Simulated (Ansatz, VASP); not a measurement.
# ZnO (zincite) in two plane-wave programs, part 2 of 3

Wanted: the spread between two codes on one cell, functional and k mesh. The cell is taken from a series of runs on this material, whose earlier steps may have relaxed, scaled, displaced or heated it; both programs get it as it stands.

VASP 6.6.1 and Ansatz 0.2.0.

So far: The starting structure; VASP: zone-centre phonons, LDA.

## 2. VASP: zone-centre phonons, LDA (continued)

Level of this step: LDA; plane waves and PAW (O, Zn) (VASP).

From OUTCAR (step 2):

```text
ion  position               nearest neighbor table
   1  0.667  0.333  0.379-   3 1.94   3 1.94   3 1.94   4 1.94
   2  0.333  0.667  0.879-   4 1.94   4 1.94   4 1.94   3 1.94
   3  0.333  0.667  0.500-   1 1.94   1 1.94   1 1.94   2 1.94
   4  0.667  0.333  0.000-   2 1.94   2 1.94   2 1.94   1 1.94

  LATTYP: Found a hexagonal cell.
 ALAT       =     3.1764471531
 C/A-ratio  =     1.6169930777

 Subroutine GETGRP returns: Found 12 space group operations
 (whereof  6 operations were pure point group operations)

The static configuration has the point symmetry C_3v.
 The point group associated with its full space group is C_6v.

 Found    162 irreducible k-points:

   k-points           NKPTS =    162   k-points in BZ     NKDIM =    162   number of bands    NBANDS=     24

   dimension x,y,z NGX =    28 NGY =   28 NGZ =   42
   dimension x,y,z NGXF=    56 NGYF=   56 NGZF=   84

   ENCUT  =  600.0 eV  44.10 Ry    6.64 a.u.   6.34  6.34 10.26*2*pi/ulx,y,z

   NELECT =      36.0000    total number of electrons

 k-points in reciprocal lattice and weights: Automatic mesh
   0.00000000  0.00000000  0.00000000       0.000
   0.06666667 -0.00000000  0.00000000       0.003
   0.13333333  0.00000000  0.00000000       0.003
   0.20000000 -0.00000000  0.00000000       0.003
   0.26666667  0.00000000  0.00000000       0.003
   0.33333333  0.00000000  0.00000000       0.003
   0.40000000 -0.00000000  0.00000000       0.003
   0.46666667 -0.00000000  0.00000000       0.003
   0.06666667  0.06666667  0.00000000       0.003
[...]
-1.588223576  2.750883928  0.000000000     0.000000000  0.363519518  0.000000000
     0.000000000  0.000000000  5.136293058     0.000000000  0.000000000  0.194692941

 POSITION                                       TOTAL-FORCE (eV/Angst)
 -----------------------------------------------------------------------------------
      1.58822      0.91696      1.94501        -0.000000      0.000000     -0.001514
     -0.00000      1.83392      4.51315         0.000000      0.000000     -0.001514
     -0.00000      1.83392      2.56985        -0.000000      0.000000      0.001514
      1.58822      0.91696      0.00170         0.000000     -0.000000      0.001514
 -----------------------------------------------------------------------------------
    total drift:                               -0.000000     -0.000000     -0.000248

 MACROSCOPIC STATIC DIELECTRIC TENSOR (including local field effects in DFT)
 ------------------------------------------------------
           5.024454     0.000000    -0.000000
           0.000000     5.024454     0.000000
           0.000000     0.000000     5.036751
 ------------------------------------------------------

 PIEZOELECTRIC TENSOR (including local field effects)  for field in x, y, z        (C/m^2)
          XX          YY          ZZ          XY          YZ          ZX
  --------------------------------------------------------------------------------
  x     0.00000     0.00000     0.00000    -0.00000     0.00000     0.40360
  y     0.00000     0.00000    -0.00000    -0.00000     0.40360     0.00000
  z     0.37388     0.37388    -0.76288     0.00000     0.00000     0.00000

 BORN EFFECTIVE CHARGES (including local field effects) (in |e|, cummulative output)
 ---------------------------------------------------------------------------------
 ion    1
    1    -2.06505    -0.00000     0.00000
    2    -0.00000    -2.06505     0.00000
    3     0.00000     0.00000    -2.12186
 ion    2
    1    -2.06505    -0.00000     0.00000
    2    -0.00000    -2.06505    -0.00000
    3    -0.00000     0.00000    -2.12186
 ion    3
    1     2.06505     0.00000    -0.00000
    2     0.00000     2.06505     0.00000
    3     0.00000     0.00000     2.12186
 ion    4
    1     2.06505     0.00000     0.00000
    2     0.00000     2.06505    -0.00000
    3     0.00000     0.00000     2.12186

 Eigenvectors and eigenvalues of the dynamical matrix
 ----------------------------------------------------

   1 f  =   17.057641 THz   107.176318 2PiTHz  568.981654 cm-1    70.544702 meV
             X         Y         Z           dx          dy          dz
      1.588224  0.916961  1.945007    -0.000000    0.000000    0.699045
     -0.000000  1.833923  4.513153     0.000000   -0.000000   -0.699045
     -0.000000  1.833923  2.569846     0.000000   -0.000000    0.106469
      1.588224  0.916961  0.001700    -0.000000   -0.000000   -0.106469

   2 f  =   13.845058 THz    86.991063 2PiTHz  461.821416 cm-1    57.258532 meV
             X         Y         Z           dx          dy          dz
      1.588224  0.916961  1.945007    -0.614759   -0.213358    0.000000
     -0.000000  1.833923  4.513153     0.614759    0.213358    0.000000
     -0.000000  1.833923  2.569846     0.261382    0.090715   -0.000000
      1.588224  0.916961  0.001700    -0.261382   -0.090715    0.000000

   3 f  =   13.845058 THz    86.991063 2PiTHz  461.821416 cm-1    57.258532 meV
             X         Y         Z           dx          dy          dz
      1.588224  0.916961  1.945007    -0.213358    0.614759    0.000000
     -0.000000  1.833923  4.513153     0.213358   -0.614759    0.000000
     -0.000000  1.833923  2.569846     0.090715   -0.261382   -0.000000
      1.588224  0.916961  0.001700    -0.090715    0.261382    0.000000

   4 f  =   12.827968 THz    80.600498 2PiTHz  427.894941 cm-1    53.052187 meV
             X         Y         Z           dx          dy          dz
      1.588224  0.916961  1.945007     0.598786    0.207815    0.000000
     -0.000000  1.833923  4.513153     0.598786    0.207815   -0.000000
     -0.000000  1.833923  2.569846    -0.296149   -0.102781   -0.000000
      1.588224  0.916961  0.001700    -0.296149   -0.102781    0.000000

   5 f  =   12.827968 THz    80.600498 2PiTHz  427.894941 cm-1    53.052187 meV
             X         Y         Z           dx          dy          dz
      1.588224  0.916961  1.945007    -0.207815    0.598786   -0.000000
     -0.000000  1.833923  4.513153    -0.207815    0.598786   -0.000000
     -0.000000  1.833923  2.569846     0.102781   -0.296149    0.000000
      1.588224  0.916961  0.001700     0.102781   -0.296149    0.000000

   6 f  =   12.280642 THz    77.161549 2PiTHz  409.638120 cm-1    50.788631 meV
             X         Y         Z           dx          dy          dz
      1.588224  0.916961  1.945007    -0.000000    0.000000   -0.633756
     -0.000000  1.833923  4.513153     0.000000   -0.000000   -0.633756
     -0.000000  1.833923  2.569846     0.000000   -0.000000    0.313614
      1.588224  0.916961  0.001700    -0.000000    0.000000    0.313614

   7 f  =    7.977918 THz    50.126736 2PiTHz  266.114695 cm-1    32.994002 meV
             X         Y         Z           dx          dy          dz
      1.588224  0.916961  1.945007    -0.000000    0.000000   -0.106469
     -0.000000  1.833923  4.513153     0.000000   -0.000000    0.106469
     -0.000000  1.833923  2.569846     0.000000   -0.000000    0.699045
      1.588224  0.916961  0.001700     0.000000   -0.000000   -0.699045

   8 f  =    2.610875 THz    16.404610 2PiTHz   87.089406 cm-1    10.797705 meV
             X         Y         Z           dx          dy          dz
      1.588224  0.916961  1.945007    -0.261393   -0.090684    0.000000
     -0.000000  1.833923  4.513153     0.261393    0.090684    0.000000
     -0.000000  1.833923  2.569846    -0.614784   -0.213286    0.000000
      1.588224  0.916961  0.001700     0.614784    0.213286    0.000000

   9 f  =    2.610875 THz    16.404610 2PiTHz   87.089406 cm-1    10.797705 meV
             X         Y         Z           dx          dy          dz
      1.588224  0.916961  1.945007    -0.090684    0.261393    0.000000
     -0.000000  1.833923  4.513153     0.090684   -0.261393    0.000000
     -0.000000  1.833923  2.569846    -0.213286    0.614784    0.000000
      1.588224  0.916961  0.001700     0.213286   -0.614784    0.000000

  10 f/i=    0.000772 THz     0.004852 2PiTHz    0.025758 cm-1     0.003194 meV
             X         Y         Z           dx          dy          dz
      1.588224  0.916961  1.945007    -0.206136   -0.236169   -0.000000
     -0.000000  1.833923  4.513153    -0.206136   -0.236169   -0.000000
     -0.000000  1.833923  2.569846    -0.416789   -0.477513   -0.000000
      1.588224  0.916961  0.001700    -0.416789   -0.477513   -0.000000

  11 f/i=    0.000772 THz     0.004852 2PiTHz    0.025758 cm-1     0.003194 meV
             X         Y         Z           dx          dy          dz
      1.588224  0.916961  1.945007     0.236169   -0.206136    0.000000
     -0.000000  1.833923  4.513153     0.236169   -0.206136    0.000000
     -0.000000  1.833923  2.569846     0.477513   -0.416789    0.000000
      1.588224  0.916961  0.001700     0.477513   -0.416789    0.000000

  12 f/i=    0.001908 THz     0.011990 2PiTHz    0.063654 cm-1     0.007892 meV
             X         Y         Z           dx          dy          dz
      1.588224  0.916961  1.945007     0.000000   -0.000000   -0.313614
     -0.000000  1.833923  4.513153     0.000000   -0.000000   -0.313614
     -0.000000  1.833923  2.569846     0.000000   -0.000000   -0.633756
      1.588224  0.916961  0.001700     0.000000   -0.000000   -0.633756

 MACROSCOPIC STATIC DIELECTRIC TENSOR IONIC CONTRIBUTION
 ------------------------------------------------------
           3.973384     0.000000     0.000000
           0.000000     3.973384    -0.000000
           0.000000    -0.000000     4.575725
 ------------------------------------------------------

 ELASTIC MODULI CONTR FROM IONIC RELAXATION (kBar)
 Direction    XX          YY          ZZ          XY          YZ          ZX
 --------------------------------------------------------------------------------
 XX        -929.1819    351.0173    565.5497     -0.0000      0.0000      0.0000
 YY         351.0173   -929.1819    565.5497     -0.0000     -0.0000     -0.0000
 ZZ         565.5497    565.5497  -1106.4201      0.0000     -0.0000      0.0000
 XY          -0.0000     -0.0000      0.0000   -640.0996      0.0000     -0.0000
 YZ           0.0000     -0.0000     -0.0000     -0.0000   -255.8569     -0.0000
 ZX           0.0000     -0.0000      0.0000      0.0000     -0.0000   -252.6066
 --------------------------------------------------------------------------------

 PIEZOELECTRIC TENSOR IONIC CONTR  for field in x, y, z        (C/m^2)
          XX          YY          ZZ          XY          YZ          ZX
  --------------------------------------------------------------------------------
  x     0.00000    -0.00000     0.00000     0.00000    -0.00000    -0.94270
  y     0.00000    -0.00000    -0.00000     0.00000    -0.94875    -0.00000
  z    -1.08221    -1.08221     2.11720    -0.00000     0.00000    -0.00000
```

With a direct gap this small, the dielectric response converges slowly with the mesh, so tensor and charges are uncertain; a mesh that holds the point of the least gap tends to give too large a tensor.

(Continued in part 3 of 3.)

[Lines on the potential files, build, host, timing and source positions are cut from VASP's logs without a mark.]

[Logs are printed without paths, hosts, clocks, repeated set-up lines and the standing remarks that a program may print on its own settings, such as how far it seeks lower states.]

[Hosts, paths, dates, database ids (printed as entryN), source tags and the programs' standing remarks are cut or masked in the printed files.]
